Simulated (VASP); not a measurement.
Consider the following.

```xyz
2
Lattice="0.0000 3.3357 3.3357 3.3357 0.0000 3.3357 3.3357 3.3357 0.0000" Properties=species:S:1:pos:R:3 pbc="T T T"
Sn     0.0000     0.0000     0.0000
Te     3.3357     3.3357     3.3357
```

These are vdW-DF2, VASP's PBE PAW potentials (set 64) (plane waves; VASP) values and carry that method's errors. Settings: 520 eV cut-off, Gaussian smearing of 0.050 eV, potentials Sn_d Te.

Unless said otherwise, spin-orbit coupling is left out, though it shifts the bands of the heavy elements here.

**Question.** Give the energies of bands 7 to 13 at the high-symmetry points, in eV from the valence-band maximum.

**Answer.** 
```csv
band,Γ,X,U,L,W
7,-5.21,-6.29,-6.80,-7.37,-6.79
8,-1.40,-4.05,-3.73,-1.06,-3.45
9,-1.40,-2.62,-2.21,-1.06,-3.45
10,-1.40,-2.62,-1.97,0.00,-0.50
11,3.12,3.40,2.87,0.44,1.09
12,3.12,4.26,2.93,0.85,4.55
13,3.12,4.26,4.85,0.85,4.55
```

The gap is direct, 0.44 eV, from the valence maximum at L to the conduction minimum at L.

The compound is SnTe in the rock salt structure, which distorts at low temperature. It was relaxed first, which changed the volume by +18 %.
